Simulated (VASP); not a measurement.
VASP ran on this input.

INCAR:
```
ISMEAR=1
GGA=PS   ! PBEsol
LASPH=T   ! aspherical one-centre terms
EDIFF=1E-6
EDIFFG=-0.02
ALGO=Normal   ! blocked Davidson
NSW=60   ! most ionic steps
LWAVE=F
ENCUT=400   ! plane-wave cut-off (eV)
LMAXMIX=4
SYSTEM=TlAs
SIGMA=0.1   ! width (eV)
ISIF=3
LCHARG=F
PREC=Accurate
LREAL=F
NELM=100
IBRION=2   ! conjugate gradients
```

**POSCAR**
```
TlAs
1
    4.0476047695     0.0000000000    -0.0000000000
   -2.0238023847     3.5053286665    -0.0000000000
   -0.0000000000     0.0000000000     6.9718875994
Tl As
2 2
Direct
  0.0000000000   0.0000000000   1.0000000000
  0.0000000000   0.0000000000   0.5000000000
  0.3333330000   0.6666670000   0.2500000000
  0.6666670000   0.3333330000   0.7500000000
```

### KPOINTS
```
Automatic mesh
0
Gamma
8 8 4
0 0 0
```

POTCAR, in this order: Tl_d As (PBE.64 set). Program: vasp_std.

**Question.** Write an equivalent input for Quantum ESPRESSO's pw.x.

**Answer.** One equivalent input (not run):
```
&CONTROL
  calculation = 'vc-relax'
  pseudo_dir = './pseudo'
  outdir = './out'
  tprnfor = .true.
  tstress = .true.
  nstep = 60
  forc_conv_thr = 0.00078
/
&SYSTEM
  ibrav = 0
  nat = 4
  ntyp = 2
  ecutwfc = 84
  occupations = 'smearing'
  smearing = 'methfessel-paxton'
  degauss = 0.00735
  input_dft = 'pbesol'
/
&ELECTRONS
  conv_thr = 7.3e-08
  electron_maxstep = 100
/
&IONS
/
&CELL
/
ATOMIC_SPECIES
  Tl 204.380 Tl.upf
  As 74.922 As.upf
CELL_PARAMETERS angstrom
     4.0476048    0.0000000   -0.0000000
    -2.0238024    3.5053287   -0.0000000
    -0.0000000    0.0000000    6.9718876
ATOMIC_POSITIONS crystal
  Tl   0.0000000  0.0000000  1.0000000
  Tl   0.0000000  0.0000000  0.5000000
  As   0.3333330  0.6666670  0.2500000
  As   0.6666670  0.3333330  0.7500000
K_POINTS automatic
  8 8 4 0 0 0
```
The two are equivalent in intent, not identical: the potentials are each code's own (VASP's PAW set, PseudoDojo norm-conserving files in pw.x), so ENCUT and ecutwfc are chosen apart and not converted; conv_thr bounds pw.x's estimated SCF error, while EDIFF bounds the energy change between steps; forc_conv_thr acts on force components and is met together with etot_conv_thr.

The structure was generated: TlAs was put into the NiAs type (P6_3/mmc), which need not be its known phase. This run relaxes it. Symmetry was kept, so distortions that lower it aren't found. The start is the result of an earlier pass.
